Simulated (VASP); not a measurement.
# Rb3Na (Pm-3m) in VASP: a series of runs

The runs below take Rb3Na through single point, with LDA.

Program: VASP 6.6.1. These are calculated values, not measurements. Logs are shortened: lines on timing, memory, paths and dates and some standing lists are left out, and cuts for length are marked.

**1. Starting point**

It takes space group Pm-3m (No. 221, cubic). The conventional cell has a = 6.761 Å, b = 6.761 Å, c = 6.761 Å, α = 90.00°, β = 90.00°, γ = 90.00°.

The cell comes from a database or a generator and needn't be the stable form of this composition.

**2. Single point, LDA**

The input, INCAR:

```
  PREC = Accurate
  ENCUT = 520
  EDIFF = 1E-7
  ISMEAR = -1
  SIGMA = 0.05
  LREAL = F
  LASPH = T
  NELM = 100
  ALGO = Fast
  ISIF = 2
  LWAVE = F
  LCHARG = F
  GGA = CA
  NBANDS = 25
```

The input, KPOINTS:

```
regular mesh
0
Gamma
  3 3 3
```

The input, POSCAR:

```
Rb3Na
1.0
    6.7606000000      0.0000000000      0.0000000000
    0.0000000000      6.7606000000      0.0000000000
    0.0000000000      0.0000000000      6.7606000000
Rb Na
3 1
Direct
    0.0000000000      0.5000000000      0.5000000000
    0.5000000000      0.0000000000      0.5000000000
    0.5000000000      0.5000000000      0.0000000000
    0.0000000000      0.0000000000      0.0000000000
```

Potentials or basis: VASP PAW LDA potentials, release 64 (Rb_sv, Na_pv).

Started as:

```console
$ cat potpaw_LDA.64/Rb_sv/POTCAR potpaw_LDA.64/Na_pv/POTCAR > POTCAR
$ mpirun -np 1 vasp_std > vasp.out
```

OUTCAR:

```text
PREC = Accurate
   ENCUT = 520
   EDIFF = 1E-7
   ISMEAR = -1
   LREAL = F
   LASPH = T
   NELM = 100
   ISIF = 2
   GGA = CA

 ion  position               nearest neighbor table
   1  0.000  0.500  0.500-   2 4.78   3 4.78   3 4.78   2 4.78   2 4.78   3 4.78   3 4.78   2 4.78

   2  0.500  0.000  0.500-   1 4.78   3 4.78   3 4.78   1 4.78   3 4.78   3 4.78   1 4.78   1 4.78

   3  0.500  0.500  0.000-   1 4.78   2 4.78   1 4.78   2 4.78   2 4.78   2 4.78   1 4.78   1 4.78

   4  0.000  0.000  0.000-

  LATTYP: Found a simple cubic cell.
 ALAT       =     6.7606000000

  Lattice vectors:

 A1 = (   6.7606000000,   0.0000000000,   0.0000000000)
 A2 = (   0.0000000000,   6.7606000000,   0.0000000000)
 A3 = (   0.0000000000,   0.0000000000,   6.7606000000)

Analysis of symmetry for initial positions (statically):
=====================================================================
 Subroutine PRICEL returns:
 Original cell was already a primitive cell.

 Routine SETGRP: Setting up the symmetry group for a
 simple cubic supercell.

 Subroutine GETGRP returns: Found 48 space group operations
 (whereof 48 operations were pure point group operations)
 out of a pool of 48 trial point group operations.

The static configuration has the point symmetry O_h .

Analysis of symmetry for dynamics (positions and initial velocities):
=====================================================================
 Subroutine PRICEL returns:
 Original cell was already a primitive cell.

 Routine SETGRP: Setting up the symmetry group for a
 simple cubic supercell.

 Subroutine GETGRP returns: Found 48 space group operations
 (whereof 48 operations were pure point group operations)
 out of a pool of 48 trial point group operations.

The dynamic configuration has the point symmetry O_h .

 Subroutine INISYM returns: Found 48 space group operations
 (whereof 48 operations are pure point group operations),
 and found     1 'primitive' translations

----------------------------------------------------------------------------------------

                                     Primitive cell

  volume of cell :     308.9980

  direct lattice vectors                    reciprocal lattice vectors
     6.760600000  0.000000000  0.000000000     0.147915865  0.000000000  0.000000000
     0.000000000  6.760600000  0.000000000     0.000000000  0.147915865  0.000000000
[... 68 lines left out ...]
   EDIFF  = 0.1E-06   stopping-criterion for ELM
   LREAL  =      F    real-space projection
   EDIFFG = 0.1E-05   stopping-criterion for IOM
   NSW    =      0    number of steps for IOM
   IBRION =     -1    ionic relax: 0-MD 1-quasi-New 2-CG
   NFREE  =      0    steps in history (QN), initial steepest desc. (CG)
   ISIF   =      2    stress and relaxation
   ISYM   =      2    0-nonsym 1-usesym 2-fastsym
   POTIM  = 0.5000    time-step for ionic-motion
   TEBEG  =    0.0;   TEEND  =   0.0 temperature during run
   PSTRESS=    0.0 pullay stress
   NELECT =      34.0000    total number of electrons
   NUPDOWN=      -1.0000    fix difference up-down
   EMIN   =  10.00;   EMAX   =-10.00  energy-range for DOS
   EFERMI =   0.00;   METHOD = LEGACY
   ISMEAR =    -1;   SIGMA  =   0.05  broadening in eV -4-tet -1-fermi 0-gaus
   EFERMI_NEDOS =   21; number of points for ismear=-14 and -15
   IALGO  =     68    algorithm
   IMIX   =      4    mixing-type and parameters
     AMIX     =   0.40;   BMIX     =  1.00
     AMIX_MAG =   1.60;   BMIX_MAG =  1.00
  volume/ion in A,a.u.               =      77.25       521.31
  Fermi-wavevector in a.u.,A,eV,Ry     =   0.784481  1.482455  8.373172  0.615411
  Thomas-Fermi vector in A             =   1.888623
   LORBIT       =      0    0 simple, 1 ext, 2 COOP (PROOUT), +10 PAW based schemes
   GGA     = CA    functional components
   LHFCALC =     F    Hartree Fock is set to
   AEXX    =    0.0000 exact exchange contribution
   IVDW    =     0    specifies the selected vdW correction
   LEPSILON=     F    determine dielectric tensor
   LRPA    =     F    only Hartree local field effects (RPA)
 non-spin polarized calculation
 RMM-DIIS sequential band-by-band and
  energy-cutoff  :      520.00
  volume of cell :      309.00
 maximum number of plane-waves:      8385
 NGX is ok and might be reduce to    50
   NGX = 25   NGY = 25   NGZ = 25

 number of electron      33.9999987 magnetization

 Free energy of the ion-electron system (eV)
  ---------------------------------------------------
  ext. energy  EPLUGINS =         0.00000000
  ---------------------------------------------------
  free energy    TOTEN  =        -4.32708336 eV

  energy without entropy =       -4.26601823  energy(sigma->0) =       -4.29655080

 E-fermi :  -0.2706     XC(G=0):  -5.8347

 val. band max:       -0.2820261965   @ k =   0.3333   0.3333   0.0000
 cond. band min:      -0.2464791836   @ k =   0.3333   0.3333   0.3333
 fundamental gap:      0.0355470129
 Fermi energy:        -0.2705537539

 k-point     1 :       0.0000    0.0000    0.0000
  band No.  band energies     occupation
      1     -28.9481      2.00000
      2     -28.9396      2.00000
      3     -28.9396      2.00000
      4     -25.3929      2.00000
      5     -25.3929      2.00000
      6     -25.3929      2.00000
[... 101 lines left out ...]
     24       2.9096      0.00000
     25       2.9630      0.00000

------------------------ aborting loop because EDIFF is reached ----------------------------------------

  FORCE on cell =-STRESS in cart. coord.  units (eV):
  Direction    XX          YY          ZZ          XY          YZ          ZX
  --------------------------------------------------------------------------------------
  -------------------------------------------------------------------------------------
  Total       -0.9379794     -0.9379794     -0.9379794      0.0000000      0.0000000     -0.0000000
  in kB       -4.8634917     -4.8634917     -4.8634917      0.0000000      0.0000000     -0.0000000
  external PRESSURE =      -4.8634917 kB  Pullay stress =       0.0000000 kB

 VOLUME and BASIS-vectors are now :
 -----------------------------------------------------------------------------
  energy-cutoff  :      520.00
  volume of cell :      309.00
      direct lattice vectors                 reciprocal lattice vectors
     6.760600000  0.000000000  0.000000000     0.147915865  0.000000000  0.000000000
     0.000000000  6.760600000  0.000000000     0.000000000  0.147915865  0.000000000
     0.000000000  0.000000000  6.760600000     0.000000000  0.000000000  0.147915865

 POSITION                                       TOTAL-FORCE (eV/Angst)
 -----------------------------------------------------------------------------------
      0.00000      3.38030      3.38030         0.000000      0.000000      0.000000
      3.38030      0.00000      3.38030         0.000000      0.000000      0.000000
      3.38030      3.38030      0.00000         0.000000      0.000000      0.000000
      0.00000      0.00000      0.00000         0.000000      0.000000      0.000000
 -----------------------------------------------------------------------------------
    total drift:                                0.000000     -0.000000      0.000000

  FREE ENERGIE OF THE ION-ELECTRON SYSTEM (eV)
  ---------------------------------------------------
  free  energy   TOTEN  =        -4.3270833582 eV

  energy  without entropy=       -4.2660182327  energy(sigma->0) =       -4.29655080
```

OSZICAR:

```text
N       E                     dE             d eps       ncg     rms          rms(c)
DAV:   1     0.228034254301E+03    0.22803E+03   -0.13991E+04   232   0.106E+03
DAV:   2     0.219984802506E+02   -0.20604E+03   -0.19883E+03   232   0.239E+02
DAV:   3    -0.335695117928E+01   -0.25355E+02   -0.25185E+02   327   0.746E+01
[... 12 lines left out ...]
RMM:  16    -0.432708249510E+01   -0.76516E-06   -0.71510E-06   289   0.899E-03    0.377E-04
RMM:  17    -0.432708290705E+01   -0.41195E-06   -0.37127E-06   277   0.671E-03    0.311E-04
RMM:  18    -0.432708314309E+01   -0.23604E-06   -0.21641E-06   255   0.519E-03    0.246E-04
RMM:  19    -0.432708328042E+01   -0.13734E-06   -0.12580E-06   253   0.400E-03    0.215E-04
RMM:  20    -0.432708335816E+01   -0.77735E-07   -0.71537E-07   235   0.308E-03
   1 F= -.43270834E+01 E0= -.42965508E+01  d E =-.610651E-01
```

stdout:

```text
POSCAR found type information on POSCAR RbNa
 POSCAR found :  2 types and       4 ions
 scaLAPACK will be used
 LDA part: xc-table for (Slater(with rela. corr.)+CA(PZ))
 , standard interpolation
 POSCAR, INCAR and KPOINTS ok, starting setup
 FFT: planning ... GRIDC
 FFT: planning ... GRID_SOFT
 FFT: planning ... GRID
 WAVECAR not read
 entering main loop
 num prob  num prob RMM:  16    -0.432708249510E+01   -0.76516E-06   -0.71510E-06   289   0.899E-03    0.377E-04
 num prob RMM:  17    -0.432708290705E+01   -0.41195E-06   -0.37127E-06   277   0.671E-03    0.311E-04
 num prob  num prob  num prob  num prob RMM:  18    -0.432708314309E+01   -0.23604E-06   -0.21641E-06   255   0.519E-03    0.246E-04
 num prob  num prob  num prob RMM:  19    -0.432708328042E+01   -0.13734E-06   -0.12580E-06   253   0.400E-03    0.215E-04
 num prob  num prob RMM:  20    -0.432708335816E+01   -0.77735E-07   -0.71537E-07   235   0.308E-03
```

It took 28 s on 1 thread of Intel Xeon 6975P-C (Granite Rapids), shared host; peak memory 0.26 GiB.

Results:

| Quantity | Value |
| --- | --- |
| Free energy | -4.3271 eV |
| Pressure | -0.5 GPa |
| Band gap on the k mesh | none (metal or under the smearing width) |

**3. Single point, LDA**

The input, INCAR:

```
SYSTEM = Rb3Na
PREC = Accurate ; ENCUT = 520
EDIFF = 1E-6 ; ISMEAR = -1
SIGMA = 0.05 ; LREAL = .False.
LASPH = .True. ; NELM = 100
ALGO = Normal ; ISIF = 2
LWAVE = .False. ; LCHARG = .False.
NBANDS = 25
```

The input, KPOINTS:

```
Automatic mesh
0
Gamma
  3 3 3
  0 0 0
```

POSCAR is that of step 2.

Potentials or basis: VASP PAW LDA potentials, release 64 (Rb_sv, Na_pv).

Started as:

```console
$ cat potpaw_LDA.64/Rb_sv/POTCAR potpaw_LDA.64/Na_pv/POTCAR > POTCAR
$ mpirun -np 1 vasp_std > vasp.out
```

It took 16 s on 1 thread of Intel Xeon 6975P-C (Granite Rapids), shared host; peak memory 0.27 GiB.

Results (log left out):

* Free energy: -4.3271 eV
* Pressure: -0.5 GPa
* Band gap on the k mesh: none (metal or under the smearing width)

Levels at points of the mesh, in eV from the Fermi level:
```
           k point  band 13  band 14  band 15  band 16  band 17  band 18  band 19  band 20
(0.00, 0.00, 0.00)   -12.77   -12.77   -12.77    -2.08     0.41     1.14     1.14     1.59
```
